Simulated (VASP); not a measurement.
**Cu2B in VASP: the effect of Hubbard term**

The system is Cu2B.

```
Cu B
1.0
     0.00000    3.28347    3.28347
     3.28347    0.00000    3.28347
     3.28347    3.28347    0.00000
Cu B
4 2
Direct
  0.12500 0.12500 0.12500
  0.62500 0.12500 0.12500
  0.12500 0.12500 0.62500
  0.12500 0.62500 0.12500
  0.50000 0.50000 0.50000
  0.75000 0.75000 0.75000
```

The cell was built by a generator and needn't be a form met in nature.

Alike in all runs:

| Item | Value |
| --- | --- |
| Program | VASP 6.6.1 |
| Task | single point |
| Functional | PBEsol |
| Potentials or basis | VASP PAW PBE potentials, release 64 (Cu, B) |
| Cutoff | 520 eV |
| k mesh | 5 × 5 × 5 |
| Occupations | fermi-dirac, width 0.05 eV |
| Spin | no spin polarisation |
| Further INCAR settings | ALGO = Normal; EDIFF = 1e-06; NBANDS = 34 |

Q: One run gave: pressure -11.3 GPa. Which Hubbard term did it use?
A. Cu d U = 5 eV
B. Cu d U = 4 eV
C. Cu d U = 3 eV
D. none
E. Cu d U = 8 eV

A: E.

```tsv
Hubbard term	pressure (GPa)
none	-6.4
Cu d U = 2 eV	-7.9
Cu d U = 3 eV	-8.5
Cu d U = 4 eV	-9.2
Cu d U = 5 eV	-9.6
Cu d U = 6 eV	-10.2
Cu d U = 8 eV	-11.3
```

Caveats: the PAW data sets were made with another functional, which shifts forces and pressure a little; U without spin polarisation on a metal has little footing (some runs); the U is typed as a test and isn't derived for this compound (some runs).

Not every run made on this cell is shown here.
